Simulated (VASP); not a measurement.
All values below come from r2SCAN meta-GGA, VASP's PBE PAW potentials (set 64) (plane waves; VASP).

A VASP calculation is set up with these files.

### KPOINTS
```
Automatic mesh
0
Gamma
  9 9 9
```

### INCAR
```
# general
SYSTEM  = SiS2
PREC    = Accurate
ENCUT   = 400
LREAL   = .False.   # projection in real space or not
LASPH   = .True.

# electronic loop
EDIFF   = 1E-7   # SCF stop (eV)
NELM    = 100   # most electronic steps
ALGO    = Normal   # blocked Davidson
LMIXTAU = .True.

# smearing
ISMEAR  = -5

# functional
METAGGA = R2SCAN

# ions
ISIF    = 2

# output
LWAVE   = .False.
LCHARG  = .False.
LORBIT  = 11   # lm-projected
NEDOS   = 601

# other
LEFG    = .True.
```

**KPOINTS_OPT**
```
k-points along high-symmetry lines
8
Line-mode
Reciprocal
  0.000000   0.000000   0.000000 ! GAMMA
  0.500000   0.500000   0.500000 ! T

  0.500000   0.500000   0.500000 ! T
  0.809156   0.190844   0.500000 ! H_2

  0.500000  -0.190844   0.190844 ! H_0
  0.500000   0.000000   0.000000 ! L

  0.500000   0.000000   0.000000 ! L
  0.000000   0.000000   0.000000 ! GAMMA

  0.000000   0.000000   0.000000 ! GAMMA
  0.345422  -0.345422   0.000000 ! S_0

  0.654578   0.000000   0.345422 ! S_2
  0.500000   0.000000   0.500000 ! F

  0.500000   0.000000   0.500000 ! F
  0.000000   0.000000   0.000000 ! GAMMA
```

File POSCAR:
```
SiS2
1
    1.6448009460     0.9496267613     6.1856783364
   -1.6448009460     0.9496267613     6.1856783364
    0.0000000000    -1.8992523217     6.1856782954
Si S
1 2
Direct
  0.0000000000   0.0000000000   0.0000000000
  0.2628341838   0.2628341838   0.2628341838
  0.7371658162   0.7371658162   0.7371658162
```

POTCAR, in this order: Si S (PBE.64 set). Program: vasp_std.

Q: Predict the energy per atom (σ→0), band gap (over mesh and band path).

A: 
energy per atom (σ→0): -8.891 eV/atom
band gap (over mesh and band path): 1.65 eV

File OSZICAR:
```
...
DAV:  16    -0.266728450223E+02   -0.26838E-04   -0.86532E-06  2536   0.281E-02    0.709E-03
DAV:  17    -0.266728541017E+02   -0.90793E-05   -0.36682E-06  2300   0.233E-02    0.469E-03
DAV:  18    -0.266728540390E+02    0.62618E-07   -0.16005E-06  2232   0.152E-02    0.158E-03
DAV:  19    -0.266728574334E+02   -0.33944E-05   -0.27214E-06  2188   0.207E-02    0.529E-04
DAV:  20    -0.266728576252E+02   -0.19173E-06   -0.12823E-07  1740   0.410E-03    0.440E-04
DAV:  21    -0.266728576494E+02   -0.24217E-07   -0.69298E-09  1412   0.839E-04
   1 F= -.26672858E+02 E0= -.26672858E+02  d E =0.000000E+00
       N       E                     dE             ncg
```

The structure was generated: SiS2 was put into the CdCl2 type (R-3m), which need not be its known phase. It was relaxed first, which changed the volume by +18 %.
